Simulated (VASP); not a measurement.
Given:

```
La2LiHO3
1.0
   -1.75217     1.84828     6.35187
    1.75217    -1.84828     6.35187
    1.75217     1.84828    -6.35187
Li La H O
1 2 1 3
Direct
  0.00000   0.00000   0.00000
  0.36370   0.36370   0.00000
  0.63630   0.63630   0.00000
  0.00000   0.50000   0.50000
  0.50000   0.00000   0.50000
  0.82437   0.82437   0.00000
  0.17563   0.17563   0.00000
```

These are LDA (Ceperley-Alder, Perdew-Zunger), VASP's LDA PAW potentials (set 64) (plane waves; VASP) values and carry that method's errors. Settings: 520 eV cut-off, Gaussian smearing of 0.050 eV, potentials Li_sv La H O.

### Question
Give the energies of bands 13 to 25 at the high-symmetry points, in eV from the valence-band maximum.

### Answer

```json
[
 {"band": "13", "Γ": "-3.49", "X": "-3.21", "F2": "-4.33", "Y0": "-4.42", "R": "-4.46", "W": "-3.50", "S": "-4.48", "T": "-3.64"},
 {"band": "14", "Γ": "-2.98", "X": "-3.17", "F2": "-3.77", "Y0": "-3.99", "R": "-3.80", "W": "-3.36", "S": "-3.81", "T": "-3.30"},
 {"band": "15", "Γ": "-2.95", "X": "-2.99", "F2": "-3.57", "Y0": "-3.08", "R": "-3.46", "W": "-3.22", "S": "-3.19", "T": "-3.08"},
 {"band": "16", "Γ": "-2.81", "X": "-2.97", "F2": "-3.17", "Y0": "-3.06", "R": "-3.21", "W": "-2.57", "S": "-2.99", "T": "-2.49"},
 {"band": "17", "Γ": "-2.17", "X": "-2.42", "F2": "-3.05", "Y0": "-2.81", "R": "-3.18", "W": "-2.41", "S": "-2.89", "T": "-2.28"},
 {"band": "18", "Γ": "-2.17", "X": "-2.22", "F2": "-2.99", "Y0": "-2.53", "R": "-2.73", "W": "-1.55", "S": "-2.62", "T": "-1.95"},
 {"band": "19", "Γ": "-2.05", "X": "-1.70", "F2": "-2.23", "Y0": "-2.46", "R": "-2.25", "W": "-1.49", "S": "-2.49", "T": "-1.69"},
 {"band": "20", "Γ": "-1.64", "X": "-1.67", "F2": "-1.70", "Y0": "-1.64", "R": "-2.19", "W": "-1.39", "S": "-1.85", "T": "-1.40"},
 {"band": "21", "Γ": "-1.63", "X": "-1.60", "F2": "-1.52", "Y0": "-1.55", "R": "-1.14", "W": "-1.32", "S": "-1.32", "T": "-1.33"},
 {"band": "22", "Γ": "-1.48", "X": "-0.76", "F2": "-0.72", "Y0": "-0.02", "R": "-0.70", "W": "-1.20", "S": "0.00", "T": "-0.86"},
 {"band": "23", "Γ": "1.85", "X": "1.85", "F2": "3.72", "Y0": "3.20", "R": "3.74", "W": "3.50", "S": "3.20", "T": "3.60"},
 {"band": "24", "Γ": "3.30", "X": "2.89", "F2": "3.80", "Y0": "3.83", "R": "3.81", "W": "3.75", "S": "3.82", "T": "3.66"},
 {"band": "25", "Γ": "3.68", "X": "3.53", "F2": "3.90", "Y0": "3.86", "R": "3.88", "W": "4.00", "S": "3.86", "T": "4.02"}
]
```

The gap is indirect, 1.73 eV, from the valence maximum at S to the conduction minimum at Γ-X at 0.57.

The structure comes from a computed database's LiLa2HO3 entry (Immm); how it stands against other phases isn't given here. It was relaxed first, which changed the volume by -6 %.
